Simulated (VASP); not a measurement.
## SrO: relaxation of cell and atoms with PBE

The system is SrO.

```
Sr O
1.0
     0.00000    2.56500    2.56500
     2.56500    0.00000    2.56500
     2.56500    2.56500    0.00000
Sr O
1 1
Direct
  0.00000 0.00000 0.00000
  0.50000 0.50000 0.50000
```

The cell was built by a generator and needn't be a form met in nature.

| Quantity | Value |
| --- | --- |
| Program | VASP 6.6.1 |
| Task | relaxation of cell and atoms |
| Functional | PBE |
| Potentials or basis | VASP PAW PBE potentials, release 64 (Sr_sv, O) |
| Cutoff | 700 eV |
| k mesh | 10 × 10 × 10 |
| Occupations | gaussian, width 0.02 eV |
| Spin | no spin polarisation |
| Further INCAR settings | ALGO = Normal; EDIFF = 1e-07; IBRION = 2; EDIFFG = -0.005; NSW = 60; ISIF = 3 |

```json
{
 "Relaxed volume": "17.60 Å³/atom",
 "Relaxed cell": "a = 3.679 Å, b = 3.679 Å, c = 3.679 Å, α = 60.00°, β = 60.00°, γ = 60.00°",
 "Space group after relaxing (to 0.05 Å)": "Fm-3m (No. 225)",
 "Energy gained by relaxing": "8.6 meV/atom",
 "Ionic steps": "3",
 "Pressure after relaxing": "0.0 GPa",
 "Band gap on the k mesh": "3.28 eV, indirect (least direct gap 3.39 eV)"
}
```

The path:
```tsv
step	energy change (eV)	largest force (eV/Å)	pressure (GPa)	volume (Å³)
1	0.0000	0.0000	3.96	33.75
2	-0.0144	0.0000	-1.44	35.83
3	-0.0173	0.0000	0.00	35.21
```

Final structure:
```cif
data_structure
_symmetry_space_group_name_H-M 'P 1'
_symmetry_Int_Tables_number 1
_cell_length_a 3.6788
_cell_length_b 3.6788
_cell_length_c 3.6788
_cell_angle_alpha 60.000
_cell_angle_beta 60.000
_cell_angle_gamma 60.000
_cell_volume 35.21
loop_
_atom_site_label
_atom_site_type_symbol
_atom_site_fract_x
_atom_site_fract_y
_atom_site_fract_z
_atom_site_occupancy
Sr1 Sr 0.00000 0.00000 0.00000 1
O1 O 0.50000 0.50000 0.50000 1
```

Levels at points of the mesh, in eV from the valence-band top:
| k point | band 6 | band 7 | band 8 | band 9 | band 10 | band 11 |
| --- | --- | --- | --- | --- | --- | --- |
| (0.00, 0.00, 0.00) | 0.00 | 0.00 | 0.00 | 3.74 | 6.13 | 6.13 |
| (0.50, 0.00, 0.00) | -2.10 | -1.07 | -1.07 | 6.40 | 8.18 | 8.65 |
| (0.50, 0.50, 0.00) | -0.49 | -0.11 | -0.11 | 3.28 | 7.54 | 9.94 |

Run time: 100 s on 1 thread of Intel(R) Xeon(R) Platinum 8375C CPU @ 2.90GHz (Ice Lake), on a shared host, peak memory 0.18 GiB.

A k mesh can miss the band edges.
